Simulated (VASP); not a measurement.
These are PBE GGA with spin-orbit coupling, VASP's PBE PAW potentials (set 64) (plane waves; VASP 6.6.1) values and carry that method's errors.

VASP input:

### KPOINTS
```
Automatic mesh
0
Gamma
6 6 6
0 0 0
```

**KPOINTS_OPT**
```
k-points along high-symmetry lines
10
Line-mode
Reciprocal
  0.000000   0.000000   0.000000 ! GAMMA
  0.000000   0.500000   0.000000 ! X

  0.000000   0.500000   0.000000 ! X
  0.500000   0.500000   0.000000 ! M

  0.500000   0.500000   0.000000 ! M
  0.000000   0.000000   0.000000 ! GAMMA

  0.000000   0.000000   0.000000 ! GAMMA
  0.500000   0.500000   0.500000 ! R

  0.500000   0.500000   0.500000 ! R
  0.000000   0.500000   0.000000 ! X

  0.500000   0.500000   0.500000 ! R
  0.500000   0.500000   0.000000 ! M
```

POSCAR:
```
BaHfO3
1
    4.0999440000     0.0000000000     0.0000000000
    0.0000000000     4.0999440000     0.0000000000
    0.0000000000     0.0000000000     4.0999440000
Ba Hf O
1 1 3
Direct
  0.0000000000   0.0000000000   0.0000000000
  0.5000000000   0.5000000000   0.5000000000
  0.5000000000   0.0000000000   0.5000000000
  0.0000000000   0.5000000000   0.5000000000
  0.5000000000   0.5000000000   0.0000000000
```

### INCAR
```
SYSTEM=BaHfO3
PREC=Accurate; ENCUT=400; LREAL=.FALSE.
LASPH=.TRUE.
EDIFF=1E-6; NELM=100; ALGO=Normal
LMAXMIX=6
ISMEAR=0; SIGMA=0.02
GGA=PE; GGA_COMPAT=.FALSE.
MAGMOM=0.0 0.0 0.0 0.0 0.0 0.0 0.0 0.0 0.0 0.0 0.0 0.0 0.0 0.0 0.0
LSORBIT=.TRUE.; LNONCOLLINEAR=.TRUE.
ISIF=2
LWAVE=.FALSE.; LCHARG=.FALSE.; LORBIT=11
```

POTCAR, in this order: Ba_sv Hf_pv O (PBE.64 set). Program: vasp_ncl.

At this cut-off the stress carries a Pulay error, which pulls relaxed volumes low.

Task: What does the run give for the energy per atom (σ→0), pressure, band gap (over mesh and band path)?

Result: 
```json
{
  "energy per atom (σ→0)": "-853.3 kJ/mol of atoms",
  "band gap (over mesh and band path)": "3.58 eV",
  "pressure": "9.51 GPa"
}
```

OSZICAR:
```
...
DAV:  12    -0.442167849961E+02   -0.27434E-04   -0.77164E-05  2430   0.574E-02    0.345E-02
DAV:  13    -0.442168154974E+02   -0.30501E-04   -0.43339E-05  2436   0.471E-02    0.823E-02
DAV:  14    -0.442168181939E+02   -0.26965E-05   -0.17362E-05  2384   0.269E-02    0.391E-03
DAV:  15    -0.442168181954E+02   -0.14675E-08   -0.14599E-06  1768   0.845E-03
   1 F= -.44216818E+02 E0= -.44216818E+02  d E =-.328952E-16  mag=     0.0000    -0.0000    -0.0000
       N       E                     dE             ncg
       N       E                     dE             ncg
       N       E                     dE             ncg
```

The structure is a typed BaHfO3 crystal. The cell was not relaxed at this level. The run is one of a series of settings (GGA_COMPAT = .FALSE., LNONCOLLINEAR = .TRUE., LSORBIT = .TRUE., MAGMOM = 0.0 0.0 0.0 0.0 0.0 0.0 0.0 0.0 0.0 0.0 0.0 0.0 0.0 0.0 0.0, program vasp_ncl against the base run), some of them coarse on purpose.
